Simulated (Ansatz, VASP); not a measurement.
Al2BAs3 in VASP and in Ansatz

INCAR

```
PREC = Accurate
ENCUT = 520
EDIFF = 1E-6
ISMEAR = 0
SIGMA = 0.1
LREAL = F
LASPH = T
NELM = 100
ALGO = Normal
ISIF = 2
LWAVE = F
LCHARG = F
GGA = PE
NBANDS = 21
```

KPOINTS

```
regular mesh
0
Gamma
  6 6 6
```

File POSCAR:

```
Al2BAs3
1.0
    2.7480969600      1.5866145200      4.0176077300
   -2.7480969600      1.5866145200      4.0176077300
    0.0000000000     -3.1732290400      4.0176077300
Al B As
2 1 3
Direct
    0.3711514800      0.3711514800      0.3711514800
    0.6288485200      0.6288485200      0.6288485200
    0.0000000000      0.0000000000      0.0000000000
    0.5000000000      0.0000000000      0.0000000000
    0.0000000000      0.5000000000      0.0000000000
    0.0000000000      0.0000000000      0.5000000000
```

Input for Ansatz:

```yaml
crystal:
  lattice:
    - [2.74809696, 1.58661452, 4.01760773]
    - [-2.74809696, 1.58661452, 4.01760773]
    - [0.0, -3.17322904, 4.01760773]
  atoms:
    - { symbol: Al, position: [0.37115148, 0.37115148, 0.37115148] }
    - { symbol: Al, position: [0.62884852, 0.62884852, 0.62884852] }
    - { symbol: B, position: [0.0, 0.0, 0.0] }
    - { symbol: As, position: [0.5, 0.0, 0.0] }
    - { symbol: As, position: [0.0, 0.5, 0.0] }
    - { symbol: As, position: [0.0, 0.0, 0.5] }
basis:
  ecutwfc: 420
kpoints:
  mp_grid: { grid: [6, 6, 6] }
hamiltonian:
  xc: pbe
scf:
  occupations: { method: gaussian, width: 0.1 }
  lower_state_search: "off"
output:
  forces: true
  stress: true
  eigenvalues: true
```

Change from the starting cell: species swapped into the Lu2AlCo3 type (R-3m, No. 166).

Alike in both runs: task single point; functional PBE; k mesh 6 × 6 × 6; occupations gaussian, width 0.1 eV; no spin polarisation.

```csv
,VASP,Ansatz
version,VASP 6.6.1,Ansatz 0.2.0
potentials or method,"VASP PAW PBE potentials, release 64 (Al, B, As)","scalar-relativistic, plane waves, PAW"
plane-wave cutoff (eV),520,420
valence electrons in the cell,24,54
```

```csv
,VASP,Ansatz,Ansatz less VASP
gap on the k mesh at the Fermi level (eV),none,none,-
pressure (GPa),0.7,0.6,-0.10
largest component of the traceless stress (GPa),3.07,3.06,-0.007
rms of the force components (eV/Å),0.020,0.020,-0.0006
```

Atom by atom the forces differ by 0.001 eV/Å (rms over components). A gap of «none» marks a metal or a gap that the smearing closes. The functional is the same, so the differences come from potentials, cutoffs and numerics. The two sets of potentials don't hold the same shells in valence.
